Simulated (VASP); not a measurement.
# RhPb: structure and properties in VASP, part 7 of 7

Wanted: the relaxed cell of RhPb and its properties. The start is a cell from a database of measured crystal structures.

VASP 6.6.1; AM05; plane waves and PAW (Rh_pv, Pb_d).

Still holding for the runs below: This run has no spin polarisation. Its electron count is odd, so without a moment it is a metal by construction. Spin-orbit coupling is off here; with elements this heavy it splits and shifts levels by tenths of an eV or more.

So far. Step 13 (Volume scan with AM05 (run 7)): The pressure falls from -4.58 to -6.47 GPa. The parabola predicted -6.38 GPa, +0.08 GPa off. Step 15 (Fit for AM05): The fitted volume lies +0.38 % from the relaxed one. At a finite cutoff and mesh the minimum of the energy and the zero of the stress don't quite coincide, and the relaxation stops at a threshold. The relaxed cell has a = 5.647, c = 4.442 Å (conventional setting).

## Step 16: Optical spectrum (AM05)

This step: AM05; plane waves and PAW (Rh_pv, Pb_d) (VASP 6.6.1).

LOPTICS sums transitions from filled to empty bands. The mesh is finer than in the run before. NBANDS is raised for it.

File INCAR:

```
SYSTEM = RhPb
PREC = Accurate
ENCUT = 400
EDIFF = 1E-06
NELM = 100
ISMEAR = 1
SIGMA = 0.2
LREAL = .FALSE.
ALGO = Normal
GGA = AM
NBANDS = 91
LASPH = .TRUE.
LORBIT = 11
LWAVE = .FALSE.
LCHARG = .FALSE.
KPAR = 4
LOPTICS = .TRUE.
NEDOS = 1500
CSHIFT = 0.1
```

File POSCAR:

```
RhPb
1.0
    5.6472254232      0.0000000000      0.0000000000
   -2.8236127116      4.8906406774      0.0000000000
    0.0000000000      0.0000000000      4.4422078502
Rh Pb
3 3
Direct
    0.5000000000      0.0000000000      0.0000000000
    0.5000000000      0.5000000000      0.0000000000
    0.0000000000      0.5000000000      0.0000000000
    0.3333333333      0.6666666667      0.5000000000
    0.6666666667      0.3333333333      0.5000000000
    0.0000000000      0.0000000000      0.0000000000
```

File KPOINTS:

```
Automatic mesh
0
Gamma
6 6 7
0 0 0
```

The projector-augmented-wave data sets are Rh_pv and Pb_d (PBE family, release 64).

Run with:

```sh
mpirun -np 4 vasp_std
```

The log of the run:

```text
[... set-up lines as in an earlier step ...]
 entering main loop
       N       E                     dE             d eps       ncg     rms          rms(c)
DAV:   1     0.109625418963E+04    0.10963E+04   -0.32953E+04  5336   0.102E+03
DAV:   2     0.950375427515E+02   -0.10012E+04   -0.92746E+03  5136   0.351E+02
DAV:   3    -0.306162258651E+02   -0.12565E+03   -0.11957E+03  5470   0.131E+02
DAV:   4    -0.360889345903E+02   -0.54727E+01   -0.54514E+01  6144   0.288E+01
DAV:   5    -0.362873744180E+02   -0.19844E+00   -0.19834E+00  7632   0.536E+00    0.125E+01
DAV:   6    -0.352837703395E+02    0.10036E+01   -0.56217E-01  7480   0.503E+00    0.621E+00
DAV:   7    -0.350147503677E+02    0.26902E+00   -0.44742E-01  7656   0.364E+00    0.741E-01
DAV:   8    -0.350138679493E+02    0.88242E-03   -0.61728E-02  7261   0.146E+00    0.358E-01
DAV:   9    -0.350128390683E+02    0.10289E-02   -0.72020E-03  6637   0.489E-01    0.113E-01
DAV:  10    -0.350129039904E+02   -0.64922E-04   -0.69216E-04  7381   0.262E-01    0.520E-02
DAV:  11    -0.350129684956E+02   -0.64505E-04   -0.13416E-04  6352   0.571E-02    0.149E-02
DAV:  12    -0.350129768978E+02   -0.84022E-05   -0.16513E-05  6610   0.278E-02    0.530E-03
DAV:  13    -0.350129778152E+02   -0.91747E-06   -0.47765E-06  6024   0.156E-02
   1 F= -.35012978E+02 E0= -.35014158E+02  d E =0.354046E-02
 optical routines
 imaginary and real dielectric function
 recalculating local potential from charge density
 direction            1
 direction            2
 direction            3
```

The job ended after 1.9 min (4 MPI ranks of AMD EPYC 7R43, shared host; peak memory 1.9 GiB).

Parts of OUTCAR (step 16):

```text
   k-points           NKPTS =     28   k-points in BZ     NKDIM =     28   number of bands    NBANDS=     91

   NELECT =      87.0000    total number of electrons

 E-fermi :   9.2988

 k-point     1 :       0.0000    0.0000    0.0000
  band No.  band energies     occupation
    ...
     40       8.3861      2.00000
     41       8.3861      2.00000
     42       8.4148      2.00000
     43       8.4148      2.00000
     44       9.2635      1.29339
     45       9.9464     -0.00005
     46      11.3385     -0.00000
     47      11.3385     -0.00000
     48      12.3400     -0.00000
     49      13.0696     -0.00000
    ...

  Total        0.1326026      0.1326026     -0.3458467      0.0000000     -0.0000000     -0.0000000
  in kB        1.7316605      1.7316605     -4.5164209      0.0000000     -0.0000000     -0.0000000
  external PRESSURE =      -0.3510333 kB  Pullay stress =       0.0000000 kB

 POSITION                                       TOTAL-FORCE (eV/Angst)
 -----------------------------------------------------------------------------------
      2.82361      0.00000      0.00000         0.000000      0.000000     -0.000000
      1.41181      2.44532      0.00000         0.000000      0.000000     -0.000000
     -1.41181      2.44532      0.00000         0.000000      0.000000     -0.000000
     -0.00000      3.26043      2.22110        -0.000000      0.000000      0.000000
      2.82361      1.63021      2.22110         0.000000     -0.000000     -0.000000
      0.00000      0.00000      0.00000         0.000000      0.000000     -0.000000
 -----------------------------------------------------------------------------------
    total drift:                               -0.000000      0.000000     -0.000000

  FREE ENERGIE OF THE ION-ELECTRON SYSTEM (eV)
  ---------------------------------------------------
  free  energy   TOTEN  =       -35.0129778152 eV

  energy  without entropy=      -35.0165182763  energy(sigma->0) =      -35.01415797

 plasma frequency squared (from intraband transitions) (eV^2)
  --------------------------------------------------------------------------------------
       2.945       0.000       0.000
       0.000       2.945       0.000
       0.000       0.000      39.155

[... 7 parts as in an earlier step ...]

[... 9 further parts left out ...]
```

The imaginary part turns negative at the lowest energies, an artefact of Methfessel-Paxton occupations outside 0 and 1. These are independent-particle spectra without excitons or local fields, and fine structure depends on the mesh and on CSHIFT. The intraband (Drude) part is not in this spectrum.

Numbers from this step:

```yaml
scf_cycles: 13
bands: 91
irreducible_k_points: 28
free_energy_toten: -35.01 eV
energy_at_zero_smearing: -35.01 eV
fermi_energy: 9.299 eV
pressure: -0.03510 GPa
```

Table of imaginary dielectric function by photon energy; read off at these points:

```csv
photon energy (eV),xx,zz
0.00,0,0
0.40,5.32,37.5
0.50,8.12,29.8
1.00,16.3,20.5
1.50,43.7,12.9
2.00,19.2,9.94
2.50,16.2,9.97
3.00,12.9,8.96
3.50,15.0,9.38
4.00,15.1,7.81
4.50,9.40,6.51
5.00,8.67,9.80
5.50,7.73,7.85
6.00,5.46,6.17
6.50,4.50,4.69
7.00,4.34,5.36
7.50,3.16,3.60
8.00,3.15,2.88
8.50,2.64,1.68
9.00,2.77,1.84
9.50,2.91,2.59
10.00,2.25,2.47
10.50,2.06,2.20
11.00,2.08,1.99
11.50,1.74,2.12
12.00,1.68,1.84
12.50,1.68,1.52
13.00,1.59,1.37
13.50,1.59,1.50
14.00,1.48,1.50
14.50,1.48,1.39
15.00,1.44,1.24
15.50,1.48,1.26
16.00,1.53,1.12
16.50,1.31,0.959
17.00,1.28,0.956
17.50,1.37,1.22
18.00,1.29,1.21
18.50,1.17,1.23
19.00,1.06,1.06
19.50,0.874,1.04
20.00,0.781,0.980
20.50,0.657,0.804
21.00,0.734,0.750
21.50,0.757,0.737
22.00,0.715,0.768
22.50,0.599,0.712
23.00,0.497,0.450
23.50,0.553,0.605
24.00,0.459,0.502
24.50,0.390,0.416
```

The real dielectric function by photon energy:

```csv
photon energy (eV),xx,zz
0,31.6,51.9
1,34.4,9.35
2,0.988,7.40
3,3.72,4.34
4,-1.93,2.18
5,-2.95,2.19
6,-3.01,-1.31
7,-2.14,-0.373
8,-1.37,-1.47
9,-0.682,0.508
10,-1.00,-0.0476
11,-0.355,0.162
12,-0.0601,-0.188
13,0.272,0.144
14,-0.0829,0.206
15,0.0803,0.110
16,0.185,0.251
17,0.211,0.656
18,-0.126,0.347
19,-0.106,0.232
20,-0.0415,0.203
21,0.158,0.188
22,0.0475,0.253
23,0.177,0.235
24,0.204,0.291
```

## Step 17: Outcome

| Item | Value |
| --- | --- |
| relaxed volume | 20.45 Å³/atom |
| relaxed conventional cell a, b, c | 5.647, 5.647, 4.442 Å; angles 90.0, 90.0, 120.0° |
| space group after relaxing, within 0.02 Å | P6/mmm (No. 191) |
| band gap | none, a metal |
| DOS at the Fermi level | 2.34 states/eV/cell |
| highest zone-centre mode | 227 cm⁻¹ |
| imaginary zone-centre modes | 1, down to 71i cm⁻¹ |
| bulk modulus from the fit | 127 GPa |
| volume from the fit | 20.5 Å³/atom |

In words: With AM05, RhPb relaxes to 20.45 Å³/atom in space group P6/mmm (held by the symmetry of the run), comes out as a metal and has a bulk modulus of 127 GPa. Against the listed cell the volume lies -0.8 % (a -0.5 %, c +0.3 %). Band structure (AM05): Of the bands kept, 4 cross the Fermi level on this path. Zone-centre phonons (AM05): The highest mode in this list at Γ, 227.0 cm⁻¹, is mostly motion of Rh (100 % of the kinetic energy). 1 mode is imaginary, down to 70.9i cm⁻¹: the energy falls along it. Spin-orbit coupling is left out, and with elements this heavy it would split and shift bands near the Fermi level. The k-sampling is coarse for a metal, so the Fermi level, pressures and the shape of the cell carry errors. With an odd electron count and no spin the cell is a metal by construction. On so coarse a mesh, imaginary modes of a metal may be numerical noise or a true instability. No search among competing phases was made, and a listed structure need not be the one stable at ambient conditions. All values are for a static lattice at zero temperature.

[Lines on the potential files, build, host, timing and source positions are cut from VASP's logs without a mark.]

[Logs are printed without paths, hosts, clocks, repeated set-up lines and the standing remarks that a program may print on its own settings, such as how far it seeks lower states.]

[Hosts, paths, dates, database ids (printed as entryN), source tags and the programs' standing remarks are cut or masked in the printed files.]

[A measured line is paired with the nearest computed mode of its activity, which favours agreement.]
